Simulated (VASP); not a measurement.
OSZICAR of a VASP run on LiTc₃ (space group Pm-3m):

### OSZICAR
```
       N       E                     dE             d eps       ncg     rms          rms(c)
DAV:   1     0.492007538094E+03    0.49201E+03   -0.21891E+04  1024   0.144E+03
DAV:   2    -0.145615261461E+02   -0.50657E+03   -0.50123E+03  1098   0.459E+02
DAV:   3    -0.332364174776E+02   -0.18675E+02   -0.18276E+02  1371   0.941E+01
DAV:   4    -0.342015094227E+02   -0.96509E+00   -0.96197E+00  1550   0.181E+01
DAV:   5    -0.342126105094E+02   -0.11101E-01   -0.11092E-01  1290   0.185E+00    0.286E+01
DAV:   6    -0.316410722025E+02    0.25715E+01   -0.92946E+00  1124   0.218E+01    0.739E+00
DAV:   7    -0.315277017134E+02    0.11337E+00   -0.96724E-01  1343   0.568E+00    0.174E+00
DAV:   8    -0.315078983760E+02    0.19803E-01   -0.62578E-02  1118   0.173E+00    0.618E-01
DAV:   9    -0.315071363223E+02    0.76205E-03   -0.70100E-03  1339   0.532E-01    0.701E-02
DAV:  10    -0.315072123375E+02   -0.76015E-04   -0.28340E-04  1350   0.118E-01    0.238E-02
DAV:  11    -0.315072112469E+02    0.10906E-05   -0.13736E-05  1232   0.276E-02    0.655E-03
DAV:  12    -0.315072079641E+02    0.32827E-05   -0.12846E-06   632   0.112E-02    0.170E-03
DAV:  13    -0.315072077569E+02    0.20728E-06   -0.35117E-07   557   0.445E-03
   1 F= -.31507208E+02 E0= -.31497435E+02  d E =-.195456E-01
       N       E                     dE             ncg
       N       E                     dE             ncg
       N       E                     dE             ncg
```

Problem. Which electronic solver shows in the log?

Solution. It is blocked Davidson (ALGO = Normal, or the opening steps of other solvers). The INCAR had ALGO = Normal.

Problem. Can the final energy be trusted as converged?

Solution. The run converged. It stopped with EDIFF = 1E-6, NELM = 100 (PBE GGA, plane waves, VASP's PBE PAW potentials (set 64)).

The structure was generated: LiTc3 was put into an ordered model structure, which need not be its known phase. The cell was not relaxed at this level.
